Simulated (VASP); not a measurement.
Set up this calculation in VASP 6.6.1, as the native input.

```
Task                    : density of states
Functional              : PBE
Potentials or basis     : VASP PAW PBE potentials, release 64 (Sb, Te, O)
Cutoff                  : 520 eV
k mesh                  : 6 × 6 × 4
Occupations             : gaussian, width 0.1 eV
Spin                    : no spin polarisation
k mesh for the DOS      : 9 × 9 × 6
Occupations for the DOS : tetrahedron
Further INCAR settings  : ALGO = Normal; EDIFF = 1e-06
```

Crystal: Sb2Te4O.

```
Sb Te O
1.0
     4.61815    0.00000    0.00000
     0.00000    4.61815    0.00000
     0.00000    0.00000    9.88792
Sb Te O
2 4 1
Cartesian
  0.0000 2.3091 0.0000
  2.3091 0.0000 0.0000
  0.0000 2.3091 4.9440
  2.3091 0.0000 4.9440
  2.3091 2.3091 7.7268
  2.3091 2.3091 2.1611
  0.0000 0.0000 0.0000
```

The cell was built by a generator and needn't be a form met in nature.

One way to write it, as run:

POSCAR

```
Sb2Te4O
1.0
    4.6181500000      0.0000000000      0.0000000000
    0.0000000000      4.6181500000      0.0000000000
    0.0000000000      0.0000000000      9.8879200000
Sb Te O
2 4 1
Direct
    0.0000000000      0.5000000000      0.0000000000
    0.5000000000      0.0000000000      0.0000000000
    0.0000000000      0.5000000000      0.5000000000
    0.5000000000      0.0000000000      0.5000000000
    0.5000000000      0.5000000000      0.7814370000
    0.5000000000      0.5000000000      0.2185630000
    0.0000000000      0.0000000000      0.0000000000
```

INCAR.step1

```
SYSTEM = Sb2Te4O
  PREC = Accurate
  ENCUT = 520
  EDIFF = 1E-6
  ISMEAR = 0
  SIGMA = 0.1
  LREAL = .False.
  LASPH = .True.
  NELM = 80
  ALGO = Normal
  ISIF = 2
  LWAVE = .False.
  LCHARG = .True.
  GGA = PE
  KPAR = 2
```

KPOINTS.step1

```
Automatic mesh
0
Gamma
  6 6 4
  0 0 0
```

INCAR.step2

```
SYSTEM = Sb2Te4O
  PREC = Accurate
  ENCUT = 520
  EDIFF = 1E-6
  ISMEAR = -5
  SIGMA = 0.1
  LREAL = .False.
  LASPH = .True.
  NELM = 80
  ALGO = Normal
  ISIF = 2
  LWAVE = .False.
  LCHARG = .False.
  GGA = PE
  LORBIT = 11
  KPAR = 2
  NEDOS = 2001
  ICHARG = 11
```

KPOINTS.step2

```
Automatic mesh
0
Gamma
  9 9 6
  0 0 0
```

Potentials or basis: VASP PAW PBE potentials, release 64 (Sb, Te, O).

The run is started by

```bash
$ cat potpaw_PBE.64/Sb/POTCAR potpaw_PBE.64/Te/POTCAR potpaw_PBE.64/O/POTCAR > POTCAR
$ cp INCAR.step1 INCAR
$ cp KPOINTS.step1 KPOINTS
$ mpirun -np 2 vasp_std > vasp.out
$ cp INCAR.step2 INCAR
$ cp KPOINTS.step2 KPOINTS
$ mpirun -np 2 vasp_std > vasp.out
```

It gave:

```yaml
Valence_electrons_inside_the_program's_atomic_spheres: Sb 2.28; Te 3.23, 3.28; O 4.94
```

Run time: 2.6 min on 2 MPI ranks on Intel(R) Xeon(R) Platinum 8488C (Sapphire Rapids), with other jobs on the host, peak memory 0.47 GiB a rank.
